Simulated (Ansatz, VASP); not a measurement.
# TiB2: VASP beside Ansatz

One calculation is typed for both programs; each brings its own data sets. How far apart do they land? The cell is taken from a series of runs on this material, whose earlier steps may have relaxed, scaled, displaced or heated it; both programs get it as it stands.

Method: plane waves, with VASP 6.6.1 beside it; zone-centre phonons at PBEsol, in Ansatz 0.2.0.

## 1. Set-up

The structure is hexagonal, space group P6/mmm (No. 191). The conventional cell has a = 3.017 Å, b = 3.017 Å, c = 3.184 Å, α = 90.00°, β = 90.00°, γ = 120.00°. B has 3 B at 1.74 Å and 6 Ti at 2.36 Å nearest. Nearest to Ti lie 12 B at 2.36 Å. Farther neighbours are not listed.

## 2. Ansatz: zone-centre phonons, PBEsol

Ansatz runs on its PAW soft_1 files.

Second derivatives magnify differences that forces hide, and they need a tight electronic threshold.

File input.yaml:

```yaml
crystal:
  lattice:
    - [3.0174958844, 0.0, 0.0]
    - [-1.5087479422, 2.6132280917, 0.0]
    - [0.0, 0.0, 3.1841071601]
  atoms:
    - { symbol: B, position: [0.3333333333, 0.6666666667, 0.5] }
    - { symbol: B, position: [0.6666666667, 0.3333333333, 0.5] }
    - { symbol: Ti, position: [0.0, 0.0, 0.0] }
kpoints:
  mp_grid: { grid: [15, 15, 16] }
hamiltonian:
  xc: pbesol
  pseudopotentials: { kind: paw, azcp: { folder: soft_1 }, xc_functional: pbe }
scf:
  occupations: { method: methfessel_paxton, width: 0.2 }
output:
  eigenvalues: true
phonons:
  method: dfpt
```

Run with:

```bash
$ ansatz run input.yaml --threads 4 --pin off --max-ram 10240MiB --backend cpu --events-out ev --progress --plain --runs-dir out
```

Numbers of over 12 decimals in the logs are rounded to 6 here.

Output:

```text
zone centre: on kpoints.mp_grid the ground state, and the responses unless they are solved on pairs of k-points, stand on 576 of the mesh's 3600 k-points, reduced under 4 symmetry operations, with k and −k counted as one. Each operation leaves every solved displacement unchanged or reverses it
Engine: ansatz 0.2.0, x86_64-unknown-linux-gnu
Pseudopotentials: kind: paw
Pseudopotential: B, paw, valence charge 3, recommended cutoff 420 eV (normal), soft_1/B.paw.azcp
Pseudopotential: Ti, paw, valence charge 12, recommended cutoff 420 eV (normal), soft_1/Ti.paw.azcp
Functional definition: PBEsol
  exchange = pbesol_x
  correlation = pbesol_c
Crystal: 3 atoms, lattice volume = 25.108 Å³
Basis set: ecut = 420 eV, 503 PW (Γ), exchange–correlation on 48×48×48 points (8 copies of the dense FFT grid, shifted against one another)
Bands: 13, of which v1, the nominal top of the filled ones, is band 9 counted from 1 (8 counted from 0)
Symmetry: 24 space group operations
k-points: 576 of 3600 (irreducible under 4 space group operations, time reversal used)
Non-local potential: B, projectors of the file, l = 0: 2, l = 1: 2, l = 2: 1
Non-local potential: Ti, projectors of the file, l = 0: 3, l = 1: 2, l = 2: 3, l = 3: 1
PAW form: soft (Blöchl's): semilocal exchange-correlation on the pseudo side does not see the compensation charge
PAW frozen core: B, regenerated for the run's functional, and the local potential with it (the file was generated under x = pbe(κ = 0.804, μ = 0.219515), c = pbe(β = 0.066725))
PAW frozen core: Ti, regenerated for the run's functional, and the local potential with it (the file was generated under x = pbe(κ = 0.804, μ = 0.219515), c = pbe(β = 0.066725))
PAW one-centre angular grid: B, 110 points (default); XC on 64 Gauss nodes
PAW one-centre angular grid: Ti, 590 points (default); XC on 64 Gauss nodes
Initial density: superposition of atomic densities (chi_scale 0.1, normalization cell, long waves kept (reshape's long-wave potential 0.00 eV rms))
Initial wavefunctions: pseudopotential atomic-orbital guess
Functional: x = pbesol(κ = 0.804, μ = 0.123457), c = pbesol(β = 0.046)
SCF iter   1: F=—  HF=-2783.787821 eV  |F-HF|=—  |Δ(HF+E_count)|=         —  Δρ=1.08e-1  dr2=4.54e0  ethr=3.10e-3  ⟨swp⟩=4.3  Hψ=35471  notcnv=0
preconditioner: auto → none  [metal: Δε(μ)=0.021 eV  Ē_g=9.586 eV  σ=0.200 eV  W_gap=0.09  n_scr=8 (ndim 8)  ℏωp=23.4 eV  f_vac=0.000  D(μ)=0.40/eV (n_scr^D=0)  sad-step TF]
SCF iter   2: F=—  HF=-2783.173449 eV  |F-HF|=—  |Δ(HF+E_count)|=   6.14e-1  S|Δr|=    0.00e0  Δρ=7.15e-2  dr2=2.17e0  ethr=3.10e-3  ⟨swp⟩=2.0  Hψ=14308  notcnv=0
SCF iter   3: F=—  HF=-2782.631158 eV  |F-HF|=—  |Δ(HF+E_count)|=   5.42e-1  S|Δr|=    0.00e0  Δρ=8.67e-3  dr2=2.26e-2  ethr=3.10e-3  ⟨swp⟩=3.1  Hψ=14665  notcnv=0
SCF iter   4: F=—  HF=-2782.629015 eV  |F-HF|=—  |Δ(HF+E_count)|=   2.14e-3  S|Δr|=    0.00e0  Δρ=1.02e-3  dr2=2.15e-4  ethr=1.25e-4  ⟨swp⟩=1.8  Hψ=13116  notcnv=0
SCF iter   5: F=—  HF=-2782.629063 eV  |F-HF|=—  |Δ(HF+E_count)|=   4.82e-5  S|Δr|=    0.00e0  Δρ=2.95e-4  dr2=3.37e-5  ethr=1.19e-6  ⟨swp⟩=2.0  Hψ=10381  notcnv=0
SCF iter   6: F=—  HF=-2782.629058 eV  |F-HF|=—  |Δ(HF+E_count)|=   5.37e-6  S|Δr|=    0.00e0  Δρ=7.79e-5  dr2=1.89e-6  ethr=1.87e-7  ⟨swp⟩=2.4  Hψ=10890  notcnv=0
SCF iter   7: F=—  HF=-2782.629058 eV  |F-HF|=—  |Δ(HF+E_count)|=   3.32e-7  S|Δr|=    0.00e0  Δρ=5.15e-6  dr2=5.28e-9  ethr=1.05e-8  ⟨swp⟩=2.8  Hψ=11397  notcnv=0
SCF iter   8: F=—  HF=-2782.629058 eV  |F-HF|=—  |Δ(HF+E_count)|=   3.00e-9  S|Δr|=    0.00e0  Δρ=7.88e-7  dr2=1.44e-10  ethr=2.93e-11  ⟨swp⟩=2.2  Hψ=11800  notcnv=0
SCF iter   9: F=—  HF=-2782.629058 eV  |F-HF|=—  |Δ(HF+E_count)|=  5.28e-11  S|Δr|=    0.00e0  Δρ=1.87e-7  dr2=1.13e-11  ethr=1.00e-12  ⟨swp⟩=5.2  Hψ=28115  notcnv=0
SCF iter  10: F=-2782.629058 eV  HF=-2782.629058 eV  |F-HF|=0.00e0  |Δ(HF+E_count)|=  1.82e-12  S|Δr|=    0.00e0  Δρ=6.45e-9  dr2=1.53e-14  ethr=1.00e-12  ⟨swp⟩=4.6  Hψ=25979  notcnv=0
the search or the solves at the SCF's close seem to have found levels that the self-consistency loop had missed (the run counts 2). By its estimate they hold under 1e-12 electrons; where the run keeps them, the occupations were computed again with them
SCF 1 converged in 10 iterations: F = -2782.629058 eV  dr2 = 1.53e-14
  greatest PAW one-centre occupation: 0.998 electrons in one spin orbital (limit 2), on the Ti atom at site 2 (counted from 0), in its partial waves of l = 0
DFPT response loops at Γ: preconditioner auto → Kerker (q_TF=auto, 2.581 Å⁻¹) (partly filled bands, converged f_vac=0.000); β = 1.00, the filter's whole step (`scf.mixing.beta` (0.50) is not read by the response loops under this deck's `scf.mixing.preconditioner`; to damp them name `kerker` or `kerker_dos`, under which they read `scf.mixing.beta`, and type it under 1.00, their step now; both keys bind the ground state too); Broyden in place of MSR1
SCF converged after 10 iterations
Stability not checked: this state was not tested for a lower state beside it, because cold or Methfessel-Paxton smearing, or corrected tetrahedra, fill the levels in a way that the test cannot read (fill_not_monotonic; see scf.lower_state_search)
Free energy (F): -2782.629058 eV
Harris-Foulkes:  -2782.629058 eV  (|F-HF|=0.00e0)
Internal energy: -2782.629091 eV  (E = F + TS)
E sigma→0 (E₀):  -2782.629066 eV
Entropy (-TS):   0.000033 eV (0.011 meV/atom)
Fermi energy:    15.388554 eV
--- Per-component energies (eV) ---
  E_band       = -88.844456
  E_kinetic    = 384.687185
  E_local      = -828.782727  (includes V_loc(G=0)·N_el)
  E_nonlocal   = 77.203458
  E_hartree    = 341.427836
  E_xc         = -183.853696
  E_vxc        = -226.497449  (∫ρ·V_xc dr)
  E_paw        = -1167.224941  (= ΣΔE_a)
  E_vpaw       = -178.310512  (= ΣTr[D̂ρ^β])
  E_aug_tail   = -0.000080  (compensation charges beyond the density's cutoff)
  E_ewald      = -1406.254933
  E_core_change = 0.168806  (= ΣΔE_core)
  E_smearing   = 0.000033  (= −TS)
  E_closure    = -0.000000  (closes the sum)
  Σ components = -2782.629058   (vs F -2782.629058, Δ=0.00e0)
--- Band table (eV; the first three rows and the last of 576) ---
  k-point 0: bands = [... 5 lower, 12.6450, 12.6450, 13.1588, 13.1806, 17.3324, 17.3324, 19.2072, 19.2072]
  k-point 1: bands = [... 5 lower, 12.3678, 12.6880, 12.6880, 13.9167, 17.1790, 17.1790, 19.1103, 19.1103]
  k-point 2: bands = [... 5 lower, 11.5251, 12.8163, 12.8163, 14.6063, 16.8094, 16.8094, 18.8315, 18.8315]
  k-point 575: bands = [... 5 lower, 8.5123, 10.2172, 10.9282, 12.6873, 17.8627, 18.3784, 19.1417, 20.0818]
--- Phonons (Γ-DFPT): 4 representative perturbations + reference, on 576 of 3600 k-points (Σ response iterations 12) ---
  k mesh reduced under 4 symmetry operations, with k and −k counted as one. Each operation leaves every solved displacement unchanged or reverses it
  ASR residual: 2.816e-6 → 0.000e0 eV/Å²; symmetrization residual: 1.010e-6 eV/Å²
  ASR residual per site (eV/Å²): 5.73e-7 5.73e-7 2.82e-6
  Γ frequencies (cm⁻¹): 0.00 0.00 0.00 528.04 528.04 529.49 561.62 900.79 900.79
  non-analytic LO–TO correction: not included (Born effective charges unavailable; polar crystals: no LO–TO splitting at Γ)
```

In the SCF lines HF is the Harris–Foulkes energy and dr2 the Hartree energy of the density residual, in eV; the loop may stop once dr2 is under the threshold and the program's other checks hold. Hψ counts applications of the Hamiltonian.

[end of part 1 of 2]

[Lines on the potential files, build, host, timing and source positions are cut from VASP's logs without a mark.]

[Logs are printed without paths, hosts, clocks, repeated set-up lines and the standing remarks that a program may print on its own settings, such as how far it seeks lower states.]

[Hosts, paths, dates, database ids (printed as entryN), source tags and the programs' standing remarks are cut or masked in the printed files.]
